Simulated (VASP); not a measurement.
## CdSe: the band gap, functional by functional

How does the band gap of CdSe depend on the functional? The starting structure is a cell with measured lattice constants from the literature and the atomic positions of a computed structure of the Materials Project. Cell and atoms stay as given. Meshes and data sets differ where the inputs say so.

Main program and level: VASP 6.6.1; Kohn-Sham DFT with plane waves and PAW; 9 levels of theory, named at each step.

### 1. Set-up

The structure is cubic, space group F-43m (No. 216). The conventional cell has a = 6.050 Å, b = 6.050 Å, c = 6.050 Å, α = 90.00°, β = 90.00°, γ = 90.00°. Nearest to Cd lie 4 Se at 2.62 Å. Se has 4 Cd at 2.62 Å nearest. Farther neighbours and most contacts between anions are not listed.

Coordinates:

```cif
data_structure
_symmetry_space_group_name_H-M 'F-43m'
_symmetry_Int_Tables_number 216
_cell_length_a 6.0500
_cell_length_b 6.0500
_cell_length_c 6.0500
_cell_angle_alpha 90.000
_cell_angle_beta 90.000
_cell_angle_gamma 90.000
_cell_volume 221.45
loop_
_atom_site_label
_atom_site_type_symbol
_atom_site_symmetry_multiplicity
_atom_site_Wyckoff_symbol
_atom_site_fract_x
_atom_site_fract_y
_atom_site_fract_z
_atom_site_occupancy
Cd1 Cd 4 a 0.00000 0.00000 0.00000 1
Se1 Se 4 d 0.25000 0.25000 0.75000 1
```

### 2. Bands with LDA

LDA, the lowest rung, knows the local density alone.

INCAR

```
SYSTEM = CdSe
PREC = Accurate
ENCUT = 350
EDIFF = 1E-06
NELM = 100
ISMEAR = 0
SIGMA = 0.03
LREAL = .FALSE.
ALGO = Normal
GGA = CA
NBANDS = 21
LORBIT = 11
LWAVE = .FALSE.
LCHARG = .FALSE.
KPAR = 4
LASPH = .TRUE.
```

POSCAR

```
CdSe
1.0
    0.0000000000      3.0250000000      3.0250000000
    3.0250000000      0.0000000000      3.0250000000
    3.0250000000      3.0250000000      0.0000000000
Cd Se
1 1
Direct
    0.0000000000      0.0000000000      0.0000000000
    0.2500000000      0.2500000000      0.2500000000
```

KPOINTS

```
Automatic mesh
0
Gamma
6 6 6
0 0 0
```

KPOINTS_OPT

```
Line mode
10
Line-mode
Reciprocal
  0.00000000   0.00000000   0.00000000 GAMMA
  0.50000000   0.00000000   0.50000000 X

  0.50000000   0.00000000   0.50000000 X
  0.50000000   0.25000000   0.75000000 W

  0.50000000   0.25000000   0.75000000 W
  0.37500000   0.37500000   0.75000000 K

  0.37500000   0.37500000   0.75000000 K
  0.00000000   0.00000000   0.00000000 GAMMA

  0.00000000   0.00000000   0.00000000 GAMMA
  0.50000000   0.50000000   0.50000000 L

  0.50000000   0.50000000   0.50000000 L
  0.62500000   0.25000000   0.62500000 U

  0.62500000   0.25000000   0.62500000 U
  0.50000000   0.25000000   0.75000000 W

  0.50000000   0.25000000   0.75000000 W
  0.50000000   0.50000000   0.50000000 L

  0.50000000   0.50000000   0.50000000 L
  0.37500000   0.37500000   0.75000000 K

  0.62500000   0.25000000   0.62500000 U
  0.50000000   0.00000000   0.50000000 X
```

Potentials, in the order of the species: Cd and Se (LDA family, release 64).

Launch:

```
$ mpirun -np 4 vasp_std
```

The log of the run:

```text
[banner, memory and clock lines left out]
running    4 mpi-ranks, on    1 nodes
 distrk:  each k-point on    1 cores,    4 groups
 distr:  one band on    1 cores,    1 groups

 POSCAR found type information on POSCAR CdSe
 POSCAR found :  2 types and       2 ions
 LDA part: xc-table for (Slater(with rela. corr.)+CA(PZ))
 , standard interpolation
 POSCAR, INCAR and KPOINTS ok, starting setup
 FFT: planning ... GRIDC
 FFT: planning ... GRID_SOFT
 FFT: planning ... GRID
 WAVECAR not read
 entering main loop
       N       E                     dE             d eps       ncg     rms          rms(c)
DAV:   1     0.866322391300E+02    0.86632E+02   -0.67812E+03   720   0.559E+02
DAV:   2    -0.380909828734E+01   -0.90441E+02   -0.85726E+02   780   0.179E+02
DAV:   3    -0.711498136686E+01   -0.33059E+01   -0.32902E+01   790   0.350E+01
DAV:   4    -0.712754044149E+01   -0.12559E-01   -0.12558E-01   747   0.213E+00
DAV:   5    -0.712760524989E+01   -0.64808E-04   -0.64808E-04   810   0.139E-01    0.661E+00
DAV:   6    -0.678504500629E+01    0.34256E+00   -0.32625E-01   819   0.680E+00    0.519E+00
DAV:   7    -0.675590200441E+01    0.29143E-01   -0.10322E-01   785   0.183E+00    0.212E+00
DAV:   8    -0.675264040794E+01    0.32616E-02   -0.11474E-02   752   0.102E+00    0.221E-01
DAV:   9    -0.675234026945E+01    0.30014E-03   -0.10876E-03   772   0.364E-01    0.486E-02
DAV:  10    -0.675232759241E+01    0.12677E-04   -0.91439E-05   775   0.109E-01    0.378E-02
DAV:  11    -0.675233242489E+01   -0.48325E-05   -0.16489E-05   727   0.267E-02    0.137E-02
DAV:  12    -0.675233222943E+01    0.19545E-06   -0.52195E-07   500   0.845E-03
   1 F= -.67523322E+01 E0= -.67523322E+01  d E =-.188153E-11
 Start KPOINTS_OPT (optional k-point list driver)
k-point batch [1-16\100]
       N       E                     dE             ncg
DAV:   1    -0.592899366505E+02   -0.56831E+04      728
DAV:   2    -0.148993396980E+04   -0.14306E+04      755
DAV:   3    -0.154229717932E+04   -0.52363E+02      823
DAV:   4    -0.154248708829E+04   -0.18991E+00      786
DAV:   5    -0.154248805043E+04   -0.96213E-03      825
DAV:   6    -0.154248805944E+04   -0.90140E-05      811
DAV:   7    -0.154248805953E+04   -0.93792E-07      647
[...]
k-point batch [97-100\100]
       N       E                     dE             ncg
DAV:   1     0.602827071802E+04   -0.20416E+04      184
DAV:   2     0.568473875448E+04   -0.34353E+03      199
DAV:   3     0.567300393748E+04   -0.11735E+02      203
DAV:   4     0.567295864270E+04   -0.45295E-01      198
DAV:   5     0.567295840141E+04   -0.24129E-03      208
DAV:   6     0.567295839911E+04   -0.23042E-05      203
DAV:   7     0.567295839909E+04   -0.23141E-07      176
```

It took 9.8 s on 4 MPI ranks of Intel Xeon Platinum 8259CL at 2.50GHz (Skylake/Cascade Lake), shared host; peak memory 0.57 GiB.

Lines that name or quote the potential files are left out of all logs, and their timing lines are given in words.

From OUTCAR (step 2):

```text
ion  position               nearest neighbor table
   1  0.000  0.000  0.000-   2 2.62   2 2.62   2 2.62   2 2.62
   2  0.250  0.250  0.250-   1 2.62   1 2.62   1 2.62   1 2.62

  LATTYP: Found a face centered cubic cell.
 ALAT       =     6.0500000000

 Subroutine GETGRP returns: Found 24 space group operations
 (whereof 24 operations were pure point group operations)

The static configuration has the point symmetry T_d .

 Found     16 irreducible k-points:

   k-points           NKPTS =     16   k-points in BZ     NKDIM =     16   number of bands    NBANDS=     21

   dimension x,y,z NGX =    28 NGY =   28 NGZ =   28
   dimension x,y,z NGXF=    56 NGYF=   56 NGZF=   56

   ENCUT  =  350.0 eV  25.72 Ry    5.07 a.u.   6.53  6.53  6.53*2*pi/ulx,y,z

   NELECT =      18.0000    total number of electrons

 k-points in reciprocal lattice and weights: Automatic mesh
   0.00000000  0.00000000  0.00000000       0.005
   0.16666667  0.00000000  0.00000000       0.037
   0.33333333  0.00000000  0.00000000       0.037
   0.50000000  0.00000000  0.00000000       0.019
   0.16666667  0.16666667  0.00000000       0.028
   0.33333333  0.16666667  0.00000000       0.111
   0.50000000  0.16666667  0.00000000       0.111
  -0.33333333  0.16666667  0.00000000       0.111
  -0.16666667  0.16666667  0.00000000       0.056
[...]
-0.33333333  0.33333333  0.16666667       0.111
  -0.33333333  0.50000000  0.16666667       0.056

 average (electrostatic) potential at core
       1 -40.6131       2 -62.6177

 E-fermi :   1.0795

 k-point     1 :       0.0000    0.0000    0.0000
  band No.  band energies     occupation
    ...
      5      -6.6548      2.00000
      6      -6.6548      2.00000
      7       0.9500      2.00000
      8       0.9500      2.00000
      9       0.9500      2.00000
     10       1.3388      0.00000
     11       6.7401      0.00000
     12       6.7401      0.00000
     13       6.7401      0.00000
     14      10.5046      0.00000
    ...

 k-point     2 :       0.1667    0.0000    0.0000
  band No.  band energies     occupation
    ...
      5      -6.6551      2.00000
      6      -6.6551      2.00000
      7      -0.8569      2.00000
      8       0.7280      2.00000
      9       0.7280      2.00000
     10       2.7142      0.00000
     11       6.4975      0.00000
     12       7.0739      0.00000
     13       7.0739      0.00000
     14      11.0133      0.00000
    ...

 k-point     3 :       0.3333    0.0000    0.0000
  band No.  band energies     occupation
    ...
      5      -6.6437      2.00000
      6      -6.6437      2.00000
      7      -2.7201      2.00000
      8       0.3382      2.00000
      9       0.3382      2.00000
     10       3.1808      0.00000
     11       7.3271      0.00000
     12       7.3271      0.00000
     13       7.3694      0.00000
     14      10.5671      0.00000
    ...

  Total       -0.3739220     -0.3739220     -0.3739220     -0.0000000      0.0000000     -0.0000000
  in kB      -10.8214513    -10.8214513    -10.8214513     -0.0000000      0.0000000     -0.0000000
  external PRESSURE =     -10.8214513 kB  Pullay stress =       0.0000000 kB

  energy-cutoff  :      350.00
  volume of cell :       55.36
      direct lattice vectors                 reciprocal lattice vectors
     0.000000000  3.025000000  3.025000000    -0.165289256  0.165289256  0.165289256
     3.025000000  0.000000000  3.025000000     0.165289256 -0.165289256  0.165289256
     3.025000000  3.025000000  0.000000000     0.165289256  0.165289256 -0.165289256

 POSITION                                       TOTAL-FORCE (eV/Angst)
 -----------------------------------------------------------------------------------
      0.00000      0.00000      0.00000        -0.000000     -0.000000     -0.000000
      1.51250      1.51250      1.51250         0.000000      0.000000      0.000000
 -----------------------------------------------------------------------------------
    total drift:                               -0.000000     -0.000000     -0.000000

  FREE ENERGIE OF THE ION-ELECTRON SYSTEM (eV)
  ---------------------------------------------------
  free  energy   TOTEN  =        -6.7523322294 eV

  energy  without entropy=       -6.7523322294  energy(sigma->0) =       -6.75233223

 total charge
# of ion       s       p       d       tot
------------------------------------------
    1        0.461   0.329   9.528  10.318
    2        1.449   2.384   0.024   3.856
--------------------------------------------------
tot          1.910   2.713   9.551  14.174

[... 3 further parts left out ...]
```

Spin-orbit coupling is off here; it would split degenerate levels.

LDA gives a direct gap of 0.389 eV.

### 3. Bands with PBE

PBE, the usual starting point, adds the gradient of the density.

Changes to INCAR since step 2:

```diff
@@ -9,3 +9,3 @@
 ALGO = Normal
-GGA = CA
+GGA = PE
 NBANDS = 21
```

POSCAR is that of step 2.

KPOINTS is that of step 2.

KPOINTS_OPT is that of step 2.

The projector-augmented-wave data sets are Cd and Se (PBE family, release 64).

Launch:

```
$ mpirun -np 4 vasp_std
```

The log of the run:

```text
[banner, memory and clock lines left out]
running    4 mpi-ranks, on    1 nodes
[...]
LDA part: xc-table for (Slater+PW92), standard interpolation
 POSCAR, INCAR and KPOINTS ok, starting setup
[...]
entering main loop
       N       E                     dE             d eps       ncg     rms          rms(c)
DAV:   1     0.865210659437E+02    0.86521E+02   -0.68177E+03   720   0.559E+02
DAV:   2    -0.260252570810E+01   -0.89124E+02   -0.84688E+02   780   0.178E+02
DAV:   3    -0.580318934704E+01   -0.32007E+01   -0.31860E+01   790   0.346E+01
DAV:   4    -0.581470019207E+01   -0.11511E-01   -0.11510E-01   742   0.205E+00
[...]
DAV:  10    -0.543797940779E+01   -0.45077E-04   -0.13236E-04   790   0.123E-01    0.436E-02
DAV:  11    -0.543802880574E+01   -0.49398E-04   -0.70933E-05   707   0.421E-02    0.165E-02
DAV:  12    -0.543802898566E+01   -0.17992E-06   -0.82618E-07   702   0.756E-03
   1 F= -.54380290E+01 E0= -.54380290E+01  d E =-.270812E-27
 Start KPOINTS_OPT (optional k-point list driver)
k-point batch [1-16\100]
       N       E                     dE             ncg
DAV:   1    -0.369727982535E+02   -0.56608E+04      728
DAV:   2    -0.144708311552E+04   -0.14101E+04      760
DAV:   3    -0.149746542909E+04   -0.50382E+02      815
DAV:   4    -0.149764152052E+04   -0.17609E+00      783
DAV:   5    -0.149764243728E+04   -0.91676E-03      815
DAV:   6    -0.149764244617E+04   -0.88884E-05      803
DAV:   7    -0.149764244626E+04   -0.93942E-07      617
[...]
k-point batch [97-100\100]
       N       E                     dE             ncg
DAV:   1     0.603424715186E+04   -0.20356E+04      184
DAV:   2     0.569566825434E+04   -0.33858E+03      199
DAV:   3     0.568436457605E+04   -0.11304E+02      203
DAV:   4     0.568432219430E+04   -0.42382E-01      193
DAV:   5     0.568432196290E+04   -0.23140E-03      208
DAV:   6     0.568432196061E+04   -0.22836E-05      193
DAV:   7     0.568432196059E+04   -0.22581E-07      176
```

Elapsed: 10 s, on 4 MPI ranks; peak memory 0.62 GiB.

Parts of OUTCAR (step 3):

```text
  Total        1.3015700      1.3015700      1.3015700      0.0000000     -0.0000000      0.0000000
  in kB       37.6679493     37.6679493     37.6679493      0.0000000     -0.0000000      0.0000000
  external PRESSURE =      37.6679493 kB  Pullay stress =       0.0000000 kB

 POSITION                                       TOTAL-FORCE (eV/Angst)
 -----------------------------------------------------------------------------------
      0.00000      0.00000      0.00000        -0.000000     -0.000000     -0.000000
      1.51250      1.51250      1.51250         0.000000      0.000000      0.000000
 -----------------------------------------------------------------------------------
    total drift:                               -0.000001     -0.000001     -0.000001

  FREE ENERGIE OF THE ION-ELECTRON SYSTEM (eV)
  ---------------------------------------------------
  free  energy   TOTEN  =        -5.4380289857 eV

  energy  without entropy=       -5.4380289857  energy(sigma->0) =       -5.43802899

[... 2 parts as in an earlier step ...]

[... 1 further part left out ...]
[key lines of the parts left out:]
E-fermi :   1.2993
```

PBE gives a direct gap of 0.636 eV. The least gap is +0.247 eV from that of LDA.

### 4. Bands with r2SCAN

r2SCAN adds the kinetic-energy density, costs more than a GGA and is run with LASPH.

Changes to INCAR since step 3:

```diff
@@ -9,3 +9,4 @@
 ALGO = Normal
-GGA = PE
+METAGGA = R2SCAN
+LASPH = .TRUE.
 NBANDS = 21
@@ -15,2 +16 @@
 KPAR = 4
-LASPH = .TRUE.
```

POSCAR is that of step 3.

KPOINTS is that of step 3.

KPOINTS_OPT is that of step 3.

Launch:

```
$ mpirun -np 4 vasp_std
```

The log of the run:

```text
[banner, memory and clock lines left out]
running    4 mpi-ranks, on    1 nodes
[...]
|                                                                             |
|               ----> ADVICE to this user running VASP <----                  |
|                                                                             |
|     You enforced a specific xc type in the INCAR file but a different       |
|     [... a line on the potential file left out ...]
|     I HOPE YOU KNOW WHAT YOU ARE DOING!                                     |
|                                                                             |

 LDA part: xc-table for (None), standard interpolation
 POSCAR, INCAR and KPOINTS ok, starting setup
[...]
entering main loop
       N       E                     dE             d eps       ncg     rms          rms(c)
DAV:   1     0.539044639090E+02    0.53904E+02   -0.69011E+03   720   0.570E+02
DAV:   2    -0.374439960207E+02   -0.91348E+02   -0.86660E+02   780   0.181E+02
[...]
DAV:  12    -0.358876299441E+02   -0.60291E-05   -0.91528E-05   772   0.951E-02    0.259E-02
DAV:  13    -0.358876253444E+02    0.45998E-05   -0.77286E-06   762   0.335E-02    0.504E-03
DAV:  14    -0.358876246839E+02    0.66047E-06   -0.10161E-06   431   0.101E-02
   1 F= -.35887625E+02 E0= -.35887625E+02  d E =-.704059E-11
 Start KPOINTS_OPT (optional k-point list driver)
k-point batch [1-16\100]
       N       E                     dE             ncg
DAV:   1    -0.126313525228E+03   -0.57501E+04      728
DAV:   2    -0.157945719401E+04   -0.14531E+04      750
DAV:   3    -0.163106970707E+04   -0.51613E+02      823
DAV:   4    -0.163124346167E+04   -0.17375E+00      788
DAV:   5    -0.163124446660E+04   -0.10049E-02      825
DAV:   6    -0.163124447711E+04   -0.10506E-04      788
DAV:   7    -0.163124447722E+04   -0.11653E-06      629
[...]
k-point batch [97-100\100]
       N       E                     dE             ncg
DAV:   1     0.601138984116E+04   -0.20585E+04      184
DAV:   2     0.566241438454E+04   -0.34898E+03      199
DAV:   3     0.565074589897E+04   -0.11668E+02      203
DAV:   4     0.565070338177E+04   -0.42517E-01      198
DAV:   5     0.565070311751E+04   -0.26427E-03      208
DAV:   6     0.565070311466E+04   -0.28468E-05      193
DAV:   7     0.565070311463E+04   -0.31896E-07      176
```

Wall time 38 s (4 MPI ranks); peak memory 0.63 GiB.

OUTCAR, selected parts (step 4):

```text
  Total        0.7744650      0.7744650      0.7744650      0.0000000      0.0000000     -0.0000000
  in kB       22.4133223     22.4133223     22.4133223      0.0000000      0.0000000     -0.0000000
  external PRESSURE =      22.4133223 kB  Pullay stress =       0.0000000 kB

 POSITION                                       TOTAL-FORCE (eV/Angst)
 -----------------------------------------------------------------------------------
      0.00000      0.00000      0.00000         0.000000      0.000000      0.000000
      1.51250      1.51250      1.51250        -0.000000     -0.000000     -0.000000
 -----------------------------------------------------------------------------------
    total drift:                               -0.000009     -0.000009     -0.000009

  FREE ENERGIE OF THE ION-ELECTRON SYSTEM (eV)
  ---------------------------------------------------
  free  energy   TOTEN  =       -35.8876246839 eV

  energy  without entropy=      -35.8876246839  energy(sigma->0) =      -35.88762468

[... 2 parts as in an earlier step ...]

[... 1 further part left out ...]
[key lines of the parts left out:]
E-fermi :   0.9014
```

r2SCAN gives a direct gap of 1.117 eV. The least gap is +0.728 eV from that of LDA.

(Part 1 of 3 ends here.)

[Lines on the potential files, build, host, timing and source positions are cut from VASP's logs without a mark.]

[Logs are printed without paths, hosts, clocks, repeated set-up lines and the standing remarks that a program may print on its own settings, such as how far it seeks lower states.]

[Hosts, paths, dates, database ids (printed as entryN), source tags and the programs' standing remarks are cut or masked in the printed files.]
